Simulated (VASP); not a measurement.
Data:

```
Co2Hf
1.0
    0.00000     3.52480     3.52480
    3.52480     0.00000     3.52480
    3.52480     3.52480     0.00000
Co Hf
4 2
Direct
  0.12500   0.12500   0.12500
  0.62500   0.12500   0.12500
  0.12500   0.62500   0.12500
  0.12500   0.12500   0.62500
  0.75000   0.75000   0.75000
  0.50000   0.50000   0.50000
```
Starting moments (μB, in the order of the record's atoms Co Co Co Co Hf Hf): 3.0 3.0 3.0 3.0 0.0 0.0.

Method: PBEsol GGA, VASP's PBE PAW potentials (set 64) (plane waves; VASP). Settings: 300 eV cut-off, 4×4×4 Γ-centred mesh, Gaussian smearing of 0.14 eV, potentials Co Hf_pv.

At this cut-off the stress carries a Pulay error, which pulls relaxed volumes low. Energy and stress use the plane-wave basis of the starting cell.

The ions, cell shape and volume are relaxed. Which structure does the run end with?

```
Co2Hf
1.0
    0.00000     3.37953     3.37953
    3.37953     0.00000     3.37953
    3.37953     3.37953     0.00000
Co Hf
4 2
Direct
  0.12500   0.12500   0.12500
  0.62500   0.12500   0.12500
  0.12500   0.62500   0.12500
  0.12500   0.12500   0.62500
  0.75000   0.75000   0.75000
  0.50000   0.50000   0.50000
```
Space group Fd-3m (227), at a tolerance of 0.03 Å. The cell ends with 0.00 μB, on the sites 0.00 0.00 0.00 0.00 0.00 0.00 μB.

How do energy and volume change from the first to the last step?

The energy (σ→0) changes by -110.4 meV/atom and the volume by -11.9 %, in 7 ionic steps.

| step | E(σ→0) (eV) | max force (eV/Å) | pressure (GPa) | volume (Å³) |
|---|---|---|---|---|
| 1 | -53.7926 | 0.000 | -18.82 | 87.59 |
| 2 | -53.4399 | 0.000 | 38.92 | 67.60 |
| 3 | -54.4529 | 0.000 | -1.22 | 77.65 |
| 4 | -54.4549 | 0.000 | -0.34 | 77.29 |
| 5 | -54.4551 | 0.000 | 0.25 | 77.09 |
| 6 | -54.4549 | 0.000 | -0.29 | 77.29 |
| 7 | -54.4551 | 0.000 | -0.03 | 77.20 |

The structure was generated: HfCo2 was put into an ordered model structure, which need not be its known phase. This run relaxes it. Symmetry was kept, so distortions that lower it aren't found. The k-mesh is coarse (spacing up to 0.40 per Å, 2π included), so the numbers may not be converged in it. The run is one of a series of settings (EDIFFG = -0.01, IBRION = 2, ISIF = 3, NSW = 50 against the base run), some of them coarse on purpose.
